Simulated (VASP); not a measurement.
Consider the following.

```
CELL_PARAMETERS angstrom
      4.46854    -1.92553     0.21576
      4.46854     1.92553     0.21576
      3.48495     0.00000     3.40254
ATOMIC_POSITIONS crystal
  As 0.21899 0.21899 0.21899
  As 0.78101 0.78101 0.78101
```

The numbers are results of vdW-DF2, VASP's PBE PAW potentials (set 64) (plane waves; VASP), not measurements. Run with 520 eV cut-off, 13×13×13 Γ-centred mesh, tetrahedra with Blöchl corrections, potentials As.

Estimate the energy per atom (σ→0), band gap (on the k-mesh) with the smallest direct gap where there is one.

```json
{
 "band gap (on the k-mesh)": "none (metal, semimetal or under 0.01 eV)",
 "energy per atom (σ→0)": "-2.721 eV/atom"
}
```

The absolute energy has meaning only against runs of the same code, potentials and settings.

The compound is As in the a7 structure. It was relaxed first, which changed the volume by +29 %.
